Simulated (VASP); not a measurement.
Set up this calculation in VASP 6.6.1, as the native input.

- Task: density of states
- Functional: PBE
- Potentials or basis: VASP PAW PBE potentials, release 64 (Si, Ge_d, O)
- Cutoff: 520 eV
- k mesh: 6 × 6 × 6
- Occupations: gaussian, width 0.02 eV
- Spin: no spin polarisation
- Dipole correction: no
- k mesh for the DOS: 9 × 9 × 9
- Occupations for the DOS: tetrahedron
- Further INCAR settings: ALGO = Fast; EDIFF = 1e-06

SiGeO4:

```
Si Ge O
1.0
     0.00000    3.86474    3.86474
     3.86474    0.00000    3.86474
     3.86474    3.86474    0.00000
Si Ge O
1 1 4
Cartesian
  5.7971 5.7971 5.7971
  3.8647 3.8647 3.8647
  4.8639 2.8656 2.8656
  2.8656 4.8639 2.8656
  2.8656 2.8656 4.8639
  4.8639 4.8639 4.8639
```

The cell was built by a generator and needn't be a form met in nature.

The input as run:

POSCAR

```
SiGeO4
1.0
    0.0000000000      3.8647415336      3.8647415336
    3.8647415336      0.0000000000      3.8647415336
    3.8647415336      3.8647415336      0.0000000000
Si Ge O
1 1 4
Direct
    0.7500000000      0.7500000000      0.7500000000
    0.5000000000      0.5000000000      0.5000000000
    0.1121959340      0.6292680220      0.6292680220
    0.6292680220      0.1121959340      0.6292680220
    0.6292680220      0.6292680220      0.1121959340
    0.6292680220      0.6292680220      0.6292680220
```

INCAR.step1

```
PREC = Accurate ; ENCUT = 520
EDIFF = 1E-6 ; ISMEAR = 0
SIGMA = 0.02 ; LREAL = F
LASPH = T ; NELM = 100
ALGO = Fast ; ISIF = 2
LWAVE = F ; LCHARG = T
GGA = PE ; NBANDS = 30
```

KPOINTS.step1

```
Automatic mesh
0
Gamma
  6 6 6
```

INCAR.step2

```
PREC = Accurate ; ENCUT = 520
EDIFF = 1E-6 ; ISMEAR = -5
SIGMA = 0.02 ; LREAL = F
LASPH = T ; NELM = 100
ALGO = Fast ; ISIF = 2
LWAVE = F ; LCHARG = F
GGA = PE ; LORBIT = 11
NEDOS = 2001 ; ICHARG = 11
```

KPOINTS.step2

```
Automatic mesh
0
Gamma
  9 9 9
```

Potentials or basis: VASP PAW PBE potentials, release 64 (Si, Ge_d, O).

Run with:

```bash
$ cat potpaw_PBE.64/Si/POTCAR potpaw_PBE.64/Ge_d/POTCAR potpaw_PBE.64/O/POTCAR > POTCAR
$ cp INCAR.step1 INCAR
$ cp KPOINTS.step1 KPOINTS
$ mpirun -np 1 vasp_std > vasp.out
$ cp INCAR.step2 INCAR
$ cp KPOINTS.step2 KPOINTS
$ mpirun -np 1 vasp_std > vasp.out
```

It gave:

```yaml
Valence_electrons_inside_the_program's_atomic_spheres: Si 1.59; Ge 12.75; O 5.19
```

Run time: 120 s on 1 thread of AMD EPYC 9R45 96-Core Processor (Zen 5) (shared host), peak memory 0.26 GiB.
